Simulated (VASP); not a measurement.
Energy against volume of KTaO3 (cubic perovskite). Method: SCAN meta-GGA, VASP's PBE PAW potentials (set 64) (plane waves; VASP). Settings: 520 eV cut-off, 6×6×6 Γ-centred mesh, Gaussian smearing of 0.050 eV, potentials K_sv Ta_pv O.

```tsv
V (Å³/atom)	E (eV/atom)
12.261	-21.62388
12.640	-21.63246
13.019	-21.62574
13.399	-21.60606
```

Question: Fit these four points and predict the energy of the run at 11.882 Å³/atom.

Answer: A cubic in V^(−2/3), the third-order Birch-Murnaghan form, passes through the four points with V0 = 12.65 Å³/atom and B0 = 214 GPa, and gives -21.5971 eV/atom there. The run gave -21.5974 eV/atom, -0.3 meV/atom from the fit; all five points give B0 = 213 GPa.

The compound is KTaO3 in the cubic perovskite structure. It was relaxed first.
